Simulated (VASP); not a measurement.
Shape and ions are relaxed at each volume.

Energy against volume of MoSi2 (MoSi2 type). The numbers are results of revPBE GGA, VASP's PBE PAW potentials (set 64) (plane waves; VASP 6.6.1), not measurements.

```json
[
 {"V (Å³/atom)": "12.878", "E (eV/atom)": "-7.41052"},
 {"V (Å³/atom)": "13.289", "E (eV/atom)": "-7.43681"},
 {"V (Å³/atom)": "13.700", "E (eV/atom)": "-7.44495"},
 {"V (Å³/atom)": "14.111", "E (eV/atom)": "-7.43768"},
 {"V (Å³/atom)": "14.522", "E (eV/atom)": "-7.41736"}
]
```

**Question.** Fit a third-order Birch-Murnaghan equation of state.

**Answer.** 
The volume per atom is 13.70 Å³/atom. The bulk modulus is 200 GPa. The pressure derivative of the bulk modulus is 4.50.

The compound is MoSi2 in the MoSi2 type structure. It was relaxed first.
